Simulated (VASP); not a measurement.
Consider the following.

```
CELL_PARAMETERS angstrom
      0.00000     1.92978     1.92978
      1.92978     0.00000     1.92978
      1.92978     1.92978     0.00000
ATOMIC_POSITIONS crystal
  Pt 0.00000 0.00000 0.00000
```

The numbers are results of PBE GGA, VASP's PBE PAW potentials (set 64) (plane waves; VASP 6.6.1), not measurements. Settings: 300 eV cut-off, 10×10×10 Γ-centred mesh, first-order Methfessel-Paxton smearing of 0.20 eV, potentials Pt.

At this cut-off the stress carries a Pulay error, which pulls relaxed volumes low. Unless said otherwise, spin-orbit coupling is left out, though it shifts the bands of the heavy elements here.

Task: Estimate the energy per atom (σ→0), pressure, band gap (on the k-mesh) with the smallest direct gap where there is one.

Result: 
The band gap (on the k-mesh) is none (metal, semimetal or under 0.01 eV) and the energy per atom (σ→0) comes out as -5.994 eV/atom. The pressure is 25.16 GPa.

The structure comes from a computed database's Pt entry; how it stands against other phases isn't given here. The cell was not relaxed at this level.
